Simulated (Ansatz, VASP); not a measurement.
# Cross-check of BN (6H polytype (invented)) between VASP and Ansatz, part 2 of 2

One calculation is typed for both programs; each brings its own data sets. How far apart do they land? The cell is generated by rule, not measured, and may not be a known phase. The cell is taken from a series of runs on this material, whose earlier steps may have relaxed, scaled, displaced or heated it; both programs get it as it stands.

VASP 6.6.1 and Ansatz 0.2.0.

So far: The starting structure; Ansatz: relaxation of cell and atoms, r2SCAN.

## Step 3: VASP: relaxation of cell and atoms, r2SCAN

Level of this step: r2SCAN; plane waves and PAW (B, N); invented cell (VASP).

The same cell, functional and mesh now go to VASP, with its own data sets.

Lines of VASP's logs that name or quote its potential files are left out, and so is its time.

Input file INCAR:

```
SYSTEM = BN
PREC = Accurate
ENCUT = 660
EDIFF = 1E-07
NELM = 120
ISMEAR = 0
SIGMA = 0.01
LREAL = .FALSE.
ALGO = Normal
METAGGA = R2SCAN
LASPH = .TRUE.
NBANDS = 36
LORBIT = 11
LWAVE = .FALSE.
LCHARG = .FALSE.
ISIF = 3
IBRION = 2
NSW = 80
EDIFFG = -0.005
GGA_COMPAT = .FALSE.
NELMIN = 4
EFERMI = MIDGAP
LMIXTAU = .TRUE.
KPAR = 2
```

Input file POSCAR:

```
BN
1.0
    2.5487850000      0.0000000000      0.0000000000
   -1.2743930000      2.2073130000      0.0000000000
    0.0000000000      0.0000000000     12.5402360000
B N
6 6
Direct
    0.0000000000      0.0000000000      0.9997156353
    0.3333333333      0.6666666667      0.1671104914
    0.6666666667      0.3333333333      0.3332190080
    0.0000000000      0.0000000000      0.4997156353
    0.6666666667      0.3333333333      0.6671104914
    0.3333333333      0.6666666667      0.8332190080
    0.0000000000      0.0000000000      0.1253849609
    0.3333333333      0.6666666667      0.2917095819
    0.6666666667      0.3333333333      0.4578602827
    0.0000000000      0.0000000000      0.6253849609
    0.6666666667      0.3333333333      0.7917095819
    0.3333333333      0.6666666667      0.9578602827
```

Input file KPOINTS:

```
Automatic mesh
0
Gamma
9 9 2
0 0 0
```

Potentials, in the order of the species: B and N (PBE family, release 64).

On the command line:

```
$ mpirun -np 2 vasp_std
```

Numbers of over 12 decimals in the logs are rounded to 6 here.

Output:

```text
[banner, memory and clock lines left out]
running    2 mpi-ranks, on    1 nodes
 distrk:  each k-point on    1 cores,    2 groups
 distr:  one band on    1 cores,    1 groups

 POSCAR found type information on POSCAR B N
 POSCAR found :  2 types and      12 ions
|                                                                             |
|               ----> ADVICE to this user running VASP <----                  |
|                                                                             |
|     You enforced a specific xc type in the INCAR file but a different       |
|     [... a line on the potential file left out ...]
|     I HOPE YOU KNOW WHAT YOU ARE DOING!                                     |
|                                                                             |

 LDA part: xc-table for (None), standard interpolation
 POSCAR, INCAR and KPOINTS ok, starting setup
 FFT: planning ... GRIDC
 FFT: planning ... GRID_SOFT
 FFT: planning ... GRID
 WAVECAR not read
 entering main loop
       N       E                     dE             d eps       ncg     rms          rms(c)
DAV:   1     0.219012927386E+03    0.21901E+03   -0.30479E+04  1728   0.164E+03
DAV:   2    -0.120091996118E+03   -0.33910E+03   -0.32068E+03  2220   0.387E+02
DAV:   3    -0.134323425323E+03   -0.14231E+02   -0.14142E+02  2304   0.787E+01
DAV:   4    -0.134479401299E+03   -0.15598E+00   -0.15568E+00  2344   0.857E+00
DAV:   5    -0.134481438401E+03   -0.20371E-02   -0.20356E-02  2256   0.957E-01    0.162E+01
DAV:   6    -0.123277402264E+03    0.11204E+02   -0.11871E+01  2184   0.178E+01    0.874E+00
DAV:   7    -0.115298608807E+03    0.79788E+01   -0.14899E+00  1996   0.908E+00    0.414E+00
DAV:   8    -0.121168247517E+03   -0.58696E+01   -0.15696E+00  1876   0.965E+00    0.308E+00
DAV:   9    -0.115694542551E+03    0.54737E+01   -0.74413E-01  1872   0.649E+00    0.798E-01
DAV:  10    -0.114991227262E+03    0.70332E+00   -0.40937E-01  2176   0.447E+00    0.276E-01
DAV:  11    -0.114993724393E+03   -0.24971E-02   -0.88727E-03  2288   0.593E-01    0.319E-01
DAV:  12    -0.114986632195E+03    0.70922E-02   -0.70989E-03  2036   0.788E-01    0.322E-01
DAV:  13    -0.114892976178E+03    0.93656E-01   -0.32657E-02  1896   0.132E+00    0.831E-01
DAV:  14    -0.114983125749E+03   -0.90150E-01   -0.31586E-02  1872   0.133E+00    0.949E-01
[...]
DAV:  23    -0.114983251255E+03   -0.35224E-06   -0.33963E-06  2060   0.106E-02    0.469E-03
DAV:  24    -0.114983252968E+03   -0.17127E-05   -0.23753E-07  1544   0.478E-03    0.206E-03
DAV:  25    -0.114983251745E+03    0.12225E-05   -0.11465E-07  1260   0.335E-03    0.345E-04
DAV:  26    -0.114983252234E+03   -0.48913E-06   -0.32919E-08  1104   0.136E-03    0.103E-03
DAV:  27    -0.114983251739E+03    0.49537E-06   -0.35931E-09  1092   0.529E-04    0.508E-04
DAV:  28    -0.114983252098E+03   -0.35883E-06   -0.10342E-09  1092   0.272E-04    0.931E-05
DAV:  29    -0.114983251930E+03    0.16730E-06   -0.65204E-10  1080   0.159E-04    0.186E-05
DAV:  30    -0.114983251973E+03   -0.42883E-07   -0.18814E-10  1068   0.846E-05
   1 F= -.11498325E+03 E0= -.11498325E+03  d E =-.114983E+03
 curvature:   0.00 expect dE= 0.000E+00 dE for cont linesearch  0.000E+00
 trial: gam= 0.00000 g(F)=  0.248E-05 g(S)=  0.523E-02 ort = 0.000E+00 (trialstep = 0.100E+01)
 search vector abs. value=  0.523E-02
 bond charge predicted
       N       E                     dE             d eps       ncg     rms          rms(c)
DAV:   1    -0.114987634525E+03   -0.43826E-02   -0.15745E-01  2068   0.248E+00    0.507E-01
DAV:   2    -0.114981578191E+03    0.60563E-02   -0.11918E-02  2096   0.607E-01    0.191E-01
DAV:   3    -0.114982115911E+03   -0.53772E-03   -0.26026E-03  2236   0.270E-01    0.531E-02
DAV:   4    -0.114982406773E+03   -0.29086E-03   -0.25508E-04  2060   0.108E-01    0.258E-02
DAV:   5    -0.114982868961E+03   -0.46219E-03   -0.42466E-04  1872   0.165E-01    0.180E-02
DAV:   6    -0.114982891814E+03   -0.22853E-04   -0.16655E-04  1852   0.106E-01    0.627E-03
DAV:   7    -0.114983029133E+03   -0.13732E-03   -0.19497E-05  2008   0.345E-02    0.262E-03
DAV:   8    -0.114982988378E+03    0.40756E-04   -0.15233E-06  2168   0.107E-02    0.107E-03
DAV:   9    -0.114982999153E+03   -0.10775E-04   -0.92934E-08  1460   0.263E-03    0.741E-04
DAV:  10    -0.114982991314E+03    0.78388E-05   -0.68303E-08  1132   0.225E-03    0.265E-04
DAV:  11    -0.114982993058E+03   -0.17442E-05   -0.13369E-08  1092   0.140E-03    0.108E-04
DAV:  12    -0.114982992972E+03    0.86003E-07   -0.18490E-09  1076   0.310E-04
   2 F= -.11498299E+03 E0= -.11498299E+03  d E =0.259001E-03
 trial-energy change:    0.000259  1 .order    0.000224   -0.005233    0.005681
 step:   0.4747(harm=  0.4795)  dis= 0.00008  next Energy=  -114.984490 (dE=-0.124E-02)
 bond charge predicted
       N       E                     dE             d eps       ncg     rms          rms(c)
DAV:   1    -0.114985757757E+03   -0.27647E-02   -0.43478E-02  2064   0.131E+00    0.266E-01
DAV:   2    -0.114984128382E+03    0.16294E-02   -0.32663E-03  2092   0.319E-01    0.101E-01
DAV:   3    -0.114984183993E+03   -0.55612E-04   -0.72169E-04  2216   0.143E-01    0.278E-02
DAV:   4    -0.114984404290E+03   -0.22030E-03   -0.69999E-05  2052   0.563E-02    0.137E-02
DAV:   5    -0.114984251417E+03    0.15287E-03   -0.11777E-04  1852   0.867E-02    0.960E-03
DAV:   6    -0.114984495024E+03   -0.24361E-03   -0.44024E-05  1844   0.544E-02    0.321E-03
DAV:   7    -0.114984465509E+03    0.29514E-04   -0.50874E-06  2004   0.176E-02    0.142E-03
DAV:   8    -0.114984490674E+03   -0.25164E-04   -0.42896E-07  2160   0.575E-03    0.577E-04
DAV:   9    -0.114984485135E+03    0.55390E-05   -0.25733E-08  1200   0.138E-03    0.385E-04
DAV:  10    -0.114984489386E+03   -0.42518E-05   -0.20434E-08  1092   0.120E-03    0.147E-04
DAV:  11    -0.114984488352E+03    0.10343E-05   -0.42148E-09  1080   0.792E-04    0.553E-05
DAV:  12    -0.114984488453E+03   -0.10076E-06   -0.65270E-10  1052   0.189E-04    0.623E-05
DAV:  13    -0.114984487980E+03    0.47288E-06   -0.36746E-10  1004   0.181E-04    0.234E-05
DAV:  14    -0.114984488097E+03   -0.11714E-06   -0.97574E-11   976   0.652E-05    0.118E-05
DAV:  15    -0.114984488067E+03    0.29901E-07   -0.92608E-12   972   0.278E-05
   3 F= -.11498449E+03 E0= -.11498449E+03  d E =-.123609E-02
 curvature:  -0.24 expect dE=-0.309E-06 dE for cont linesearch -0.453E-07
 trial: gam=-0.00576 g(F)=  0.106E-05 g(S)=  0.226E-06 ort = 0.315E-04 (trialstep = 0.895E+00)
 search vector abs. value=  0.110E-05
 reached required accuracy - stopping structural energy minimisation
```

From OUTCAR (step 3):

```text
ion  position               nearest neighbor table
   1  0.000  0.000  1.000-  12 1.56  12 1.56  12 1.56   7 1.58
   2  0.333  0.667  0.167-   7 1.56   7 1.56   7 1.56   8 1.56
   3  0.667  0.333  0.333-   8 1.56   8 1.56   8 1.56   9 1.56
   4  0.000  0.000  0.500-   9 1.56   9 1.56   9 1.56  10 1.58
   5  0.667  0.333  0.667-  10 1.56  10 1.56  10 1.56  11 1.56
   6  0.333  0.667  0.833-  11 1.56  11 1.56  11 1.56  12 1.56
   7  0.000  0.000  0.125-   2 1.56   2 1.56   2 1.56   1 1.58
   8  0.333  0.667  0.292-   3 1.56   3 1.56   3 1.56   2 1.56
   9  0.667  0.333  0.458-   4 1.56   4 1.56   4 1.56   3 1.56
  10  0.000  0.000  0.625-   5 1.56   5 1.56   5 1.56   4 1.58
  11  0.667  0.333  0.792-   6 1.56   6 1.56   6 1.56   5 1.56
  12  0.333  0.667  0.958-   1 1.56   1 1.56   1 1.56   6 1.56

  LATTYP: Found a hexagonal cell.
 ALAT       =     2.5487850000
 C/A-ratio  =     4.9200838831

 Subroutine GETGRP returns: Found 12 space group operations
 (whereof  6 operations were pure point group operations)

The static configuration has the point symmetry C_3v.
 The point group associated with its full space group is C_6v.

 Found     24 irreducible k-points:

   k-points           NKPTS =     24   k-points in BZ     NKDIM =     24   number of bands    NBANDS=     36

   dimension x,y,z NGX =    24 NGY =   24 NGZ =  108
   dimension x,y,z NGXF=    48 NGYF=   48 NGZF=  216

   ENCUT  =  660.0 eV  48.51 Ry    6.96 a.u.   5.34  5.34 26.27*2*pi/ulx,y,z

   NELECT =      48.0000    total number of electrons

 k-points in reciprocal lattice and weights: Automatic mesh
   0.00000000  0.00000000  0.00000000       0.006
   0.11111111 -0.00000000  0.00000000       0.037
   0.22222222  0.00000000  0.00000000       0.037
   0.33333333  0.00000000  0.00000000       0.037
   0.44444444  0.00000000  0.00000000       0.037
   0.11111111  0.11111111  0.00000000       0.037
   0.22222222  0.11111111  0.00000000       0.074
   0.33333333  0.11111111  0.00000000       0.074
   0.44444444  0.11111111  0.00000000       0.037
[...]
0.33333333  0.22222222  0.50000000       0.074
   0.33333333  0.33333333  0.50000000       0.012

 average (electrostatic) potential at core
       1 -25.9909       2 -25.9361       3 -25.9583       4 -25.9909       5 -25.9361
       6 -25.9583       7 -63.2291       8 -63.2710       9 -63.2992      10 -63.2291
      11 -63.2710      12 -63.2992

 E-fermi :  10.2211

 k-point     1 :       0.0000    0.0000    0.0000
  band No.  band energies     occupation
    ...
     20       6.7038      2.00000
     21       6.7038      2.00000
     22       7.2133      2.00000
     23       7.3034      2.00000
     24       7.3034      2.00000
     25      16.6619      0.00000
     26      16.6619      0.00000
     27      16.7894      0.00000
     28      17.2041      0.00000
     29      17.3515      0.00000
    ...

 k-point     2 :       0.1111   -0.0000    0.0000
  band No.  band energies     occupation
    ...
     20       6.2881      2.00000
     21       6.2953      2.00000
     22       6.3568      2.00000
     23       6.9531      2.00000
     24       7.0497      2.00000
     25      16.2496      0.00000
     26      16.7244      0.00000
     27      16.7644      0.00000
     28      17.1399      0.00000
     29      17.2700      0.00000
    ...

 k-point     3 :       0.2222    0.0000    0.0000
  band No.  band energies     occupation
    ...
     20       4.7563      2.00000
     21       5.5214      2.00000
     22       5.5593      2.00000
     23       6.2743      2.00000
     24       6.3905      2.00000
     25      15.1127      0.00000
     26      15.4642      0.00000
     27      15.9413      0.00000
     28      16.9997      0.00000
     29      17.4323      0.00000
    ...

  Total        0.0050321      0.0050321      0.0023481     -0.0000000      0.0000000      0.0000000
  in kB        0.1138460      0.1138460      0.0531234     -0.0000000      0.0000000      0.0000000
  external PRESSURE =       0.0936051 kB  Pullay stress =       0.0000000 kB

  energy-cutoff  :      660.00
  volume of cell :       70.82
      direct lattice vectors                 reciprocal lattice vectors
     2.551998874 -0.000000001  0.000000000     0.391849703  0.226234575  0.000000000
    -1.275999938  2.210096298  0.000000000     0.000000000  0.452468972  0.000000000
    -0.000000000  0.000000000 12.555888162    -0.000000000 -0.000000000  0.079643908

 POSITION                                       TOTAL-FORCE (eV/Angst)
 -----------------------------------------------------------------------------------
      0.00000     -0.00000     12.55239         0.000000      0.000000     -0.001799
     -0.00000      1.47340      2.09823         0.000000     -0.000000     -0.001336
      1.27600      0.73670      4.18390         0.000000      0.000000     -0.000374
     -0.00000      0.00000      6.27445        -0.000000      0.000000     -0.001799
      1.27600      0.73670      8.37618         0.000000      0.000000     -0.001336
     -0.00000      1.47340     10.46184        -0.000000     -0.000000     -0.000374
     -0.00000      0.00000      1.57427         0.000000     -0.000000      0.001571
     -0.00000      1.47340      3.66264         0.000000     -0.000000      0.000098
      1.27600      0.73670      5.74879        -0.000000      0.000000      0.001841
      0.00000      0.00000      7.85221        -0.000000     -0.000000      0.001571
      1.27600      0.73670      9.94059        -0.000000      0.000000      0.000098
     -0.00000      1.47340     12.02674         0.000000     -0.000000      0.001841
 -----------------------------------------------------------------------------------
    total drift:                               -0.000000     -0.000000      0.000881

  FREE ENERGIE OF THE ION-ELECTRON SYSTEM (eV)
  ---------------------------------------------------
  free  energy   TOTEN  =      -114.9844880671 eV

  energy  without entropy=     -114.9844880671  energy(sigma->0) =     -114.98448807

 reached required accuracy - stopping structural energy minimisation

 total charge
# of ion       s       p       d       tot
------------------------------------------
    1        0.679   1.333   0.000   2.012
    2        0.681   1.338   0.000   2.019
    3        0.682   1.342   0.000   2.024
    4        0.679   1.333   0.000   2.012
    5        0.681   1.338   0.000   2.019
    6        0.682   1.342   0.000   2.024
    7        1.225   2.783   0.000   4.008
    8        1.225   2.789   0.000   4.013
    9        1.226   2.786   0.000   4.012
   10        1.225   2.783   0.000   4.008
   11        1.225   2.789   0.000   4.013
   12        1.226   2.786   0.000   4.012
--------------------------------------------------
tot         11.434  24.742   0.000  36.176

[... 3 further parts left out ...]
```

The run keeps the 12 symmetry operations of its start, so it cannot find a distortion of lower symmetry.

## Step 4: Comparison

Known differences besides the potentials themselves: VASP keeps PBE cores, Ansatz makes them for the functional; fixed occupations in Ansatz, narrow Gaussian smearing in VASP; the cutoff is 600 eV in Ansatz and 660 eV in VASP; Ansatz adds a Pulay correction to the stress that steers its cell, VASP none. Total energies have different zeros and are not compared.

Compared:

```tsv
quantity	Ansatz	VASP	difference
volume (Å³)	70.55	70.82	-0.38 %
edge a after relaxation, in the typed setting (Å)	2.549	2.552	-0.13 %
edge c after relaxation, in the typed setting (Å)	12.540	12.556	-0.13 %
```

## Step 5: Summary of results

```json
{
 "difference in volume (relaxation of cell and atoms, r2SCAN)": "-0.38 %"
}
```

In words: The difference in volume is -0.38 % (relaxation of cell and atoms, r2SCAN), within the 1.2 % picked in this series as the mark of a large difference, as far as the stopping tolerances let one tell. Such differences can come from data sets, numerical settings and the points named under the comparisons, not from the functional's error against experiment.

[Lines on the potential files, build, host, timing and source positions are cut from VASP's logs without a mark.]

[Logs are printed without paths, hosts, clocks, repeated set-up lines and the standing remarks that a program may print on its own settings, such as how far it seeks lower states.]

[Hosts, paths, dates, database ids (printed as entryN), source tags and the programs' standing remarks are cut or masked in the printed files.]
